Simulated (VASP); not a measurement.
## Lu2Ge3: single point with PBEsol

The system is Lu2Ge3.

```
CELL_PARAMETERS angstrom
6.84883 0.00000 0.00000
0.00000 2.16350 3.77106
0.00000 -2.16350 3.77106
ATOMIC_POSITIONS crystal
Lu 0.27077 0.00004 0.00004
Lu 0.72923 0.00004 0.00004
Ge 0.00000 0.33361 0.33361
Ge 0.50000 0.33318 0.33318
Ge 0.00000 0.66651 0.66651
```

The cell comes from a database or a generator and needn't be the stable form of this composition.

```yaml
Program: VASP 6.6.1
Task: single point
Functional: PBEsol
Potentials_or_basis: VASP PAW PBE potentials, release 64 (Lu_3, Ge_d), 4f in core
Cutoff: 600 eV
k_mesh: 4 × 7 × 7
Occupations: gaussian, width 0.02 eV
Spin: no spin polarisation
Further_INCAR_settings: ALGO = Normal; EDIFF = 1e-07
```

```
Pressure               : -2.4 GPa
Largest force          : 0.178 eV/Å
Band gap on the k mesh : none (metal or under the smearing width)
```

Forces on the atoms (eV/Å):
```
Lu  -0.177  0.000  0.004
Lu   0.177  0.000  0.004
Ge   0.000  0.000  0.032
Ge   0.000  0.000 -0.011
Ge   0.000  0.000 -0.029
```

Stress tensor (GPa, compression positive):
```
-3.15  0.00  0.00
 0.00 -1.93  0.00
 0.00  0.00 -2.13
```

Levels at points of the mesh, in eV from the Fermi level:
| k point | band 28 | band 29 | band 30 | band 31 | band 32 | band 33 |
| --- | --- | --- | --- | --- | --- | --- |
| (0.00, 0.00, 0.00) | -0.46 | -0.45 | 0.02 | 0.81 | 0.84 | 1.41 |
| (0.50, 0.00, 0.00) | -1.84 | -0.46 | -0.43 | 0.17 | 0.19 | 1.68 |

Wall time 2.7 min on 1 thread of Intel(R) Xeon(R) 6975P-C (Granite Rapids), on a shared host, peak memory 0.37 GiB.

Caveat: the PAW data sets were made with another functional, which shifts forces and pressure a little. The run has no spin-orbit coupling, so splittings on Lu are missing.
